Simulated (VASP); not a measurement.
# V: the relaxed cell at several levels of theory

Which functional gives which lattice for V? The starting structure is a measured crystal structure from the Crystallography Open Database.

Program: VASP 6.6.1. Level of theory: Kohn-Sham DFT with plane waves and PAW; PBEsol, r2SCAN, PBE and LDA. Results are calculated unless marked as measured.

### 1. Starting point

Symmetry: Im-3m, No. 229, cubic system. Conventional cell: a = 3.020 Å, b = 3.020 Å, c = 3.020 Å, α = 90.00°, β = 90.00°, γ = 90.00°. V has 8 V at 2.62 Å nearest.

As a file:

```xyz
1
Lattice="-1.5102 1.5102 1.5102 1.5102 -1.5102 1.5102 1.5102 1.5102 -1.5102" Properties=species:S:1:pos:R:3 pbc="T T T"
V     0.0000    0.0000    0.0000
```

### 2. Relaxation with PBEsol

PBEsol restores the gradient expansion of exchange and is tuned for the cells of solids. This run starts from the cell of an earlier relaxation, which isn't shown; the restart sets up the plane waves anew.

INCAR reads:

```
SYSTEM = V
PREC = Accurate
ENCUT = 520
EDIFF = 1E-07
NELM = 100
ISMEAR = 1
SIGMA = 0.15
LREAL = .FALSE.
ALGO = Normal
GGA = PS
NBANDS = 15
ISPIN = 2
MAGMOM = 2
LASPH = .TRUE.
LMAXMIX = 4
LORBIT = 11
LWAVE = .FALSE.
LCHARG = .FALSE.
KPAR = 4
IBRION = 2
NSW = 50
ISIF = 3
EDIFFG = -0.005
```

POSCAR reads:

```
V
1.0
   -1.4796227699      1.4796227699      1.4796227699
    1.4796227699     -1.4796227699      1.4796227699
    1.4796227699      1.4796227699     -1.4796227699
V
1
Direct
    0.0000000000      0.0000000000      0.0000000000
```

KPOINTS reads:

```
Automatic mesh
0
Gamma
22 22 22
0 0 0
```

Potentials, in the order of the species: V_sv (PBE family, release 64).

The run is started by

```
$ mpirun -np 4 vasp_std
```

The log of the run:

```text
[banner, memory and clock lines left out]
running    4 mpi-ranks, on    1 nodes
 distrk:  each k-point on    1 cores,    4 groups
 distr:  one band on    1 cores,    1 groups

 POSCAR found type information on POSCAR V
 POSCAR found :  1 types and       1 ions
|                                                                             |
|               ----> ADVICE to this user running VASP <----                  |
|                                                                             |
|     You enforced a specific xc type in the INCAR file but a different       |
|     [... a line on the potential file left out ...]
|     I HOPE YOU KNOW WHAT YOU ARE DOING!                                     |
|                                                                             |

 LDA part: xc-table for (Slater+PW92), standard interpolation
 POSCAR, INCAR and KPOINTS ok, starting setup
 FFT: planning ... GRIDC
 FFT: planning ... GRID_SOFT
 FFT: planning ... GRID
 WAVECAR not read
 entering main loop
       N       E                     dE             d eps       ncg     rms          rms(c)
DAV:   1     0.907186606389E+02    0.90719E+02   -0.65862E+03 19871   0.953E+02
DAV:   2    -0.915947589108E+01   -0.99878E+02   -0.96032E+02 21080   0.283E+02
DAV:   3    -0.105485601573E+02   -0.13891E+01   -0.13874E+01 22410   0.370E+01
DAV:   4    -0.105540283137E+02   -0.54682E-02   -0.54680E-02 22963   0.244E+00
DAV:   5    -0.105540776422E+02   -0.49328E-04   -0.49328E-04 22655   0.216E-01    0.218E+01
DAV:   6    -0.962126306139E+01    0.93281E+00   -0.19387E+00 20394   0.230E+01    0.321E+00
DAV:   7    -0.963087446344E+01   -0.96114E-02   -0.12276E-01 22004   0.366E+00    0.231E+00
DAV:   8    -0.963725143770E+01   -0.63770E-02   -0.75487E-03 20800   0.105E+00    0.888E-01
DAV:   9    -0.963387409239E+01    0.33773E-02   -0.16240E-03 22347   0.506E-01    0.287E-01
DAV:  10    -0.963385310536E+01    0.20987E-04   -0.90749E-04 21766   0.302E-01    0.387E-02
DAV:  11    -0.963386698845E+01   -0.13883E-04   -0.32028E-05 21766   0.659E-02    0.233E-02
DAV:  12    -0.963387224012E+01   -0.52517E-05   -0.52845E-06 21549   0.244E-02    0.589E-03
DAV:  13    -0.963387196402E+01    0.27611E-06   -0.14861E-07 21026   0.353E-03    0.139E-03
DAV:  14    -0.963387196077E+01    0.32467E-08   -0.18509E-08 10918   0.116E-03
   1 F= -.96338720E+01 E0= -.96338444E+01  d E =-.963387E+01  mag=     0.0000
 curvature:   0.00 expect dE= 0.000E+00 dE for cont linesearch  0.000E+00
 trial: gam= 0.00000 g(F)=  0.235E-62 g(S)=  0.235E-08 ort = 0.000E+00 (trialstep = 0.100E+01)
 search vector abs. value=  0.245E-08
 reached required accuracy - stopping structural energy minimisation
```

Wall time 21 s (4 MPI ranks of AMD EPYC 9R45, shared host); peak memory 0.73 GiB.

The logs omit lines about the potential files and the build; timing stands in the text.

From OUTCAR (step 2):

```text
ion  position               nearest neighbor table
   1  0.000  0.000  0.000-

  LATTYP: Found a body centered cubic cell.
 ALAT       =     2.9592455398

 Subroutine GETGRP returns: Found 48 space group operations
 (whereof 48 operations were pure point group operations)

The static configuration has the point symmetry O_h .

 Found    328 irreducible k-points:

   k-points           NKPTS =    328   k-points in BZ     NKDIM =    328   number of bands    NBANDS=     15

   dimension x,y,z NGX =    20 NGY =   20 NGZ =   20
   dimension x,y,z NGXF=    40 NGYF=   40 NGZF=   40

   ENCUT  =  520.0 eV  38.22 Ry    6.18 a.u.   4.77  4.77  4.77*2*pi/ulx,y,z

   NELECT =      13.0000    total number of electrons

 k-points in reciprocal lattice and weights: Automatic mesh
   0.00000000  0.00000000  0.00000000       0.000
   0.04545455  0.00000000  0.00000000       0.001
   0.09090909  0.00000000  0.00000000       0.001
   0.13636364  0.00000000  0.00000000       0.001
   0.18181818  0.00000000  0.00000000       0.001
   0.22727273  0.00000000  0.00000000       0.001
   0.27272727  0.00000000  0.00000000       0.001
   0.31818182  0.00000000  0.00000000       0.001
   0.36363636  0.00000000  0.00000000       0.001
[...]
0.50000000  0.50000000  0.45454545       0.001
   0.50000000  0.50000000  0.50000000       0.000

 average (electrostatic) potential at core
       1 -69.4459

 E-fermi :  10.0541

 spin component 1
 k-point     1 :       0.0000    0.0000    0.0000
  band No.  band energies     occupation
      1     -53.3798      1.00000
      2     -26.7132      1.00000
      3     -26.7132      1.00000
      4     -26.7132      1.00000
      5       3.3721      1.00000
      6      10.4711     -0.00030
      7      10.4711     -0.00030
      8      10.4711     -0.00030
      9      12.5760     -0.00000
     10      12.5760     -0.00000
    ...

 k-point     2 :       0.0455    0.0000    0.0000
  band No.  band energies     occupation
      1     -53.3751      1.00000
      2     -26.7351      1.00000
      3     -26.7198      1.00000
      4     -26.7133      1.00000
      5       3.4593      1.00000
      6      10.4328     -0.00104
      7      10.4636     -0.00039
      8      10.5343     -0.00003
      9      12.5303     -0.00000
     10      12.5783     -0.00000
    ...

 k-point     3 :       0.0909    0.0000    0.0000
  band No.  band energies     occupation
      1     -53.3615      1.00000
      2     -26.7987      1.00000
      3     -26.7390      1.00000
      4     -26.7139      1.00000
      5       3.7157      1.00000
      6      10.3226     -0.01481
      7      10.4327     -0.00104
      8      10.7215     -0.00000
      9      12.4148     -0.00000
     10      12.5863     -0.00000
    ...

 k-point     4 :       0.1364    0.0000    0.0000
  band No.  band energies     occupation
      1     -53.3399      1.00000
      2     -26.8982      1.00000
      3     -26.7693      1.00000
      4     -26.7147      1.00000
      5       4.1255      1.00000
      6      10.1534      0.05407
      7      10.3576     -0.00740
      8      11.0247     -0.00000
      9      12.2859     -0.00000
     10      12.6025     -0.00000
    ...

 k-point     5 :       0.1818    0.0000    0.0000
  band No.  band energies     occupation
    ...
      2     -27.0246      1.00000
      3     -26.8079      1.00000
      4     -26.7157      1.00000
      5       4.6587      1.00000
      6       9.9434      0.97231
      7      10.2274     -0.03466
      8      11.4304     -0.00000
      9      12.2071     -0.00000
     10      12.6299     -0.00000
     11      28.6170      0.00000
    ...

 k-point     6 :       0.2273    0.0000    0.0000
  band No.  band energies     occupation
    ...
      2     -27.1669      1.00000
      3     -26.8517      1.00000
      4     -26.7169      1.00000
      5       5.2653      1.00000
      6       9.7133      1.00302
      7      10.0773      0.37032
      8      11.9186     -0.00000
      9      12.2085     -0.00000
     10      12.6706     -0.00000
     11      27.3704      0.00000
    ...

  Total       -0.0001273     -0.0001273     -0.0001273     -0.0000000     -0.0000000     -0.0000000
  in kB       -0.0157434     -0.0157434     -0.0157434     -0.0000000     -0.0000000     -0.0000000
  external PRESSURE =      -0.0157434 kB  Pullay stress =       0.0000000 kB

  energy-cutoff  :      520.00
  volume of cell :       12.96
      direct lattice vectors                 reciprocal lattice vectors
    -1.479622770  1.479622770  1.479622770     0.000000000  0.337923970  0.337923970
     1.479622770 -1.479622770  1.479622770     0.337923970  0.000000000  0.337923970
     1.479622770  1.479622770 -1.479622770     0.337923970  0.337923970  0.000000000

 POSITION                                       TOTAL-FORCE (eV/Angst)
 -----------------------------------------------------------------------------------
      0.00000      0.00000      0.00000         0.000000      0.000000      0.000000
 -----------------------------------------------------------------------------------
    total drift:                                0.000000     -0.000000      0.000000

  FREE ENERGIE OF THE ION-ELECTRON SYSTEM (eV)
  ---------------------------------------------------
  free  energy   TOTEN  =        -9.6338719608 eV

  energy  without entropy=       -9.6337892916  energy(sigma->0) =       -9.63384440

 reached required accuracy - stopping structural energy minimisation

 total charge
# of ion       s       p       d       tot
------------------------------------------
    1        2.355   6.236   3.137  11.728

 magnetization (x)
# of ion       s       p       d       tot
------------------------------------------
    1        0.000   0.000   0.000   0.000

[... 6 further parts left out ...]
```

CONTCAR:

```
V
   1.00000000000000
    -1.4796227699000000    1.4796227699000000    1.4796227699000000
     1.4796227699000000   -1.4796227699000000    1.4796227699000000
     1.4796227699000000    1.4796227699000000   -1.4796227699000000
  V
     1
Direct
     0.0000000000000000    0.0000000000000000    0.0000000000000000
```

The moments of the start collapse, so the state is non-magnetic; other starts or orders were not tried. The PAW data sets were made with PBE, which is usual practice but a small mismatch for other functionals. The run keeps the 48 symmetry operations of its start, so it cannot find a distortion of lower symmetry.

With PBEsol the relaxed cell holds 12.957 Å³ an atom, -5.94 % against the measured cell, with a = 2.959 Å.

### 3. Relaxation with r2SCAN

r2SCAN adds the kinetic-energy density, costs more than a GGA and is run with LASPH. This run starts from the cell of an earlier relaxation, which isn't shown; the restart sets up the plane waves anew.

Changes to INCAR since step 2:

```diff
@@ -9,3 +9,4 @@
 ALGO = Normal
-GGA = PS
+METAGGA = R2SCAN
+LASPH = .TRUE.
 NBANDS = 15
@@ -13,3 +14,2 @@
 MAGMOM = 2
-LASPH = .TRUE.
 LMAXMIX = 4
```

POSCAR reads:

```
V
1.0
   -1.4928724054      1.4928724054      1.4928724054
    1.4928724054     -1.4928724054      1.4928724054
    1.4928724054      1.4928724054     -1.4928724054
V
1
Direct
    0.0000000000      0.0000000000      0.0000000000
```

KPOINTS is that of step 2.

The run is started by

```
$ mpirun -np 4 vasp_std
```

The log of the run:

```text
[banner, memory and clock lines left out]
running    4 mpi-ranks, on    1 nodes
[...]
[... a notice as in an earlier step ...]

 LDA part: xc-table for (None), standard interpolation
 POSCAR, INCAR and KPOINTS ok, starting setup
[...]
entering main loop
       N       E                     dE             d eps       ncg     rms          rms(c)
DAV:   1     0.891743211506E+02    0.89174E+02   -0.67655E+03 19836   0.975E+02
DAV:   2    -0.165807591946E+02   -0.10576E+03   -0.10180E+03 20905   0.295E+02
DAV:   3    -0.181370859064E+02   -0.15563E+01   -0.15542E+01 22550   0.397E+01
DAV:   4    -0.181437696208E+02   -0.66837E-02   -0.66836E-02 22984   0.275E+00
[...]
DAV:  21    -0.141282481180E+02   -0.13466E-06   -0.50509E-07 20471   0.571E-03    0.197E-03
DAV:  22    -0.141282485946E+02   -0.47664E-06   -0.19720E-07 18979   0.403E-03    0.240E-03
DAV:  23    -0.141282485581E+02    0.36515E-07   -0.20965E-07 16238   0.330E-03
   1 F= -.14128249E+02 E0= -.14128309E+02  d E =-.141282E+02  mag=     0.0006
[...]
reached required accuracy - stopping structural energy minimisation
```

The job ended after 2.4 min (4 MPI ranks; peak memory 0.76 GiB; 9.5 min of CPU time).

From OUTCAR (step 3):

```text
  Total        0.0035693      0.0035693      0.0035693      0.0000000      0.0000000     -0.0000000
  in kB        0.4296973      0.4296973      0.4296973      0.0000000      0.0000000     -0.0000000
  external PRESSURE =       0.4296973 kB  Pullay stress =       0.0000000 kB

 POSITION                                       TOTAL-FORCE (eV/Angst)
 -----------------------------------------------------------------------------------
      0.00000      0.00000      0.00000         0.000000      0.000000     -0.000000
 -----------------------------------------------------------------------------------
    total drift:                               -0.000000     -0.000000      0.000000

  FREE ENERGIE OF THE ION-ELECTRON SYSTEM (eV)
  ---------------------------------------------------
  free  energy   TOTEN  =       -14.1282485581 eV

  energy  without entropy=      -14.1284288526  energy(sigma->0) =      -14.12830866

[... 3 parts as in an earlier step ...]

[... 2 further parts left out ...]
[key lines of the parts left out:]
E-fermi :   9.8085
```

With r2SCAN the relaxed cell holds 13.308 Å³ an atom, -3.40 % against the measured cell, with a = 2.986 Å. That is +2.71 % from PBEsol.

### 4. Relaxation with PBE

PBE, the usual starting point, adds the gradient of the density. This run starts from the cell of an earlier relaxation, which isn't shown; the restart sets up the plane waves anew.

Changes to INCAR since step 3:

```diff
@@ -9,4 +9,3 @@
 ALGO = Normal
-METAGGA = R2SCAN
-LASPH = .TRUE.
+GGA = PE
 NBANDS = 15
@@ -14,2 +13,3 @@
 MAGMOM = 2
+LASPH = .TRUE.
 LMAXMIX = 4
```

POSCAR reads:

```
V
1.0
   -1.4990015635      1.4990015635      1.4990015635
    1.4990015635     -1.4990015635      1.4990015635
    1.4990015635      1.4990015635     -1.4990015635
V
1
Direct
    0.0000000000      0.0000000000      0.0000000000
```

KPOINTS is that of step 3.

The run is started by

```
$ mpirun -np 4 vasp_std
```

The log of the run:

```text
[banner, memory and clock lines left out]
running    4 mpi-ranks, on    1 nodes
[...]
LDA part: xc-table for (Slater+PW92), standard interpolation
 POSCAR, INCAR and KPOINTS ok, starting setup
[...]
entering main loop
       N       E                     dE             d eps       ncg     rms          rms(c)
DAV:   1     0.939208417496E+02    0.93921E+02   -0.66076E+03 19832   0.950E+02
DAV:   2    -0.832841026073E+01   -0.10225E+03   -0.98380E+02 21094   0.285E+02
DAV:   3    -0.980028012468E+01   -0.14719E+01   -0.14699E+01 22214   0.377E+01
DAV:   4    -0.980639711910E+01   -0.61170E-02   -0.61169E-02 22991   0.256E+00
[...]
DAV:  11    -0.899107436045E+01   -0.29456E-04   -0.55978E-05 22207   0.747E-02    0.194E-02
DAV:  12    -0.899107896109E+01   -0.46006E-05   -0.44317E-06 21689   0.215E-02    0.577E-03
DAV:  13    -0.899107890472E+01    0.56363E-07   -0.24719E-07 21864   0.468E-03
   1 F= -.89910789E+01 E0= -.89910394E+01  d E =-.899108E+01  mag=     0.0003
[...]
reached required accuracy - stopping structural energy minimisation
```

The job ended after 22 s (4 MPI ranks; peak memory 0.72 GiB; 82 s of CPU time).

OUTCAR, selected parts (step 4):

```text
  Total       -0.0035858     -0.0035858     -0.0035858      0.0000000      0.0000000     -0.0000000
  in kB       -0.4264101     -0.4264101     -0.4264101      0.0000000      0.0000000     -0.0000000
  external PRESSURE =      -0.4264101 kB  Pullay stress =       0.0000000 kB

 POSITION                                       TOTAL-FORCE (eV/Angst)
 -----------------------------------------------------------------------------------
      0.00000      0.00000      0.00000         0.000000      0.000000      0.000000
 -----------------------------------------------------------------------------------
    total drift:                                0.000000     -0.000000     -0.000000

  FREE ENERGIE OF THE ION-ELECTRON SYSTEM (eV)
  ---------------------------------------------------
  free  energy   TOTEN  =        -8.9910789047 eV

  energy  without entropy=       -8.9909603641  energy(sigma->0) =       -8.99103939

[... 3 parts as in an earlier step ...]

[... 2 further parts left out ...]
[key lines of the parts left out:]
E-fermi :   9.7032
```

With PBE the relaxed cell holds 13.473 Å³ an atom, -2.20 % against the measured cell, with a = 2.998 Å. That is +3.98 % from PBEsol.

### 5. Relaxation with LDA

LDA, the lowest rung, knows the local density alone. This run starts from the cell of an earlier relaxation, which isn't shown; the restart sets up the plane waves anew.

Changes to INCAR since step 4:

```diff
@@ -9,3 +9,3 @@
 ALGO = Normal
-GGA = PE
+GGA = CA
 NBANDS = 15
```

POSCAR reads:

```
V
1.0
   -1.4640100443      1.4640100443      1.4640100443
    1.4640100443     -1.4640100443      1.4640100443
    1.4640100443      1.4640100443     -1.4640100443
V
1
Direct
    0.0000000000      0.0000000000      0.0000000000
```

KPOINTS is that of step 4.

The projector-augmented-wave data sets are V_sv (LDA family, release 64).

The run is started by

```
$ mpirun -np 4 vasp_std
```

The log of the run:

```text
[banner, memory and clock lines left out]
running    4 mpi-ranks, on    1 nodes
[...]
LDA part: xc-table for (Slater(with rela. corr.)+CA(PZ))
 , standard interpolation
 POSCAR, INCAR and KPOINTS ok, starting setup
[...]
entering main loop
       N       E                     dE             d eps       ncg     rms          rms(c)
DAV:   1     0.911141654886E+02    0.91114E+02   -0.66175E+03 19900   0.961E+02
DAV:   2    -0.927557552525E+01   -0.10039E+03   -0.96390E+02 21073   0.285E+02
DAV:   3    -0.107108560656E+02   -0.14353E+01   -0.14334E+01 22396   0.377E+01
DAV:   4    -0.107165396174E+02   -0.56836E-02   -0.56834E-02 22998   0.249E+00
[...]
DAV:  13    -0.994892130827E+01   -0.35964E-06   -0.10587E-07 17420   0.366E-03    0.443E-03
DAV:  14    -0.994892148905E+01   -0.18078E-06   -0.23726E-08 10694   0.177E-03    0.121E-03
DAV:  15    -0.994892149229E+01   -0.32435E-08   -0.29905E-09 10351   0.634E-04
   1 F= -.99489215E+01 E0= -.99489605E+01  d E =-.994892E+01  mag=    -0.0000
[...]
reached required accuracy - stopping structural energy minimisation
```

The job ended after 22 s (4 MPI ranks; peak memory 0.71 GiB; 84 s of CPU time).

Parts of OUTCAR (step 5):

```text
  Total       -0.0001038     -0.0001038     -0.0001038      0.0000000     -0.0000000      0.0000000
  in kB       -0.0132485     -0.0132485     -0.0132485      0.0000000     -0.0000000      0.0000000
  external PRESSURE =      -0.0132485 kB  Pullay stress =       0.0000000 kB

 POSITION                                       TOTAL-FORCE (eV/Angst)
 -----------------------------------------------------------------------------------
      0.00000      0.00000      0.00000        -0.000000     -0.000000     -0.000000
 -----------------------------------------------------------------------------------
    total drift:                                0.000000     -0.000000      0.000000

  FREE ENERGIE OF THE ION-ELECTRON SYSTEM (eV)
  ---------------------------------------------------
  free  energy   TOTEN  =        -9.9489214923 eV

  energy  without entropy=       -9.9490386428  energy(sigma->0) =       -9.94896054

[... 3 parts as in an earlier step ...]

[... 2 further parts left out ...]
[key lines of the parts left out:]
E-fermi :  10.3982
```

With LDA the relaxed cell holds 12.551 Å³ an atom, -8.89 % against the measured cell, with a = 2.928 Å. That is -3.13 % from PBEsol.

### 6. The runs compared

```csv
level,volume (Å³/atom),against the measured cell (%),a (Å),pressure left (GPa),core minutes
PBEsol,12.957,-5.94,2.9592,0.0,6.4
r2SCAN,13.308,-3.4,2.9857,0.04,65.2
PBE,13.473,-2.2,2.998,-0.04,6.34
LDA,12.551,-8.89,2.928,0.0,7.53
```

Core minutes are wall time times ranks, summed over the relaxations behind a row (those for a bulk modulus apart), on shared hosts.

### 7. Outcome

```yaml
volume_pbesol: 12.96 Å³/atom
volume_r2scan: 13.31 Å³/atom
volume_pbe: 13.47 Å³/atom
volume_lda: 12.55 Å³/atom
```

**Reading.** Across 4 levels the volume of V spans 7.3 %, from 12.55 Å³ an atom (LDA) to 13.47 Å³ (PBE). Against the measured volume of the starting structure, PBE comes nearest (-2.2 %) and LDA lies farthest (-8.9 %). The measured cell holds zero-point expansion and, unless it was taken cold, thermal expansion, which the runs lack, so small differences decide nothing. All runs keep the symmetry of the start, so they can't find a distortion of lower symmetry.

[Lines on the potential files, build, host, timing and source positions are cut from VASP's logs without a mark.]

[Logs are printed without paths, hosts, clocks, repeated set-up lines and the standing remarks that a program may print on its own settings, such as how far it seeks lower states.]

[Hosts, paths, dates, database ids (printed as entryN), source tags and the programs' standing remarks are cut or masked in the printed files.]
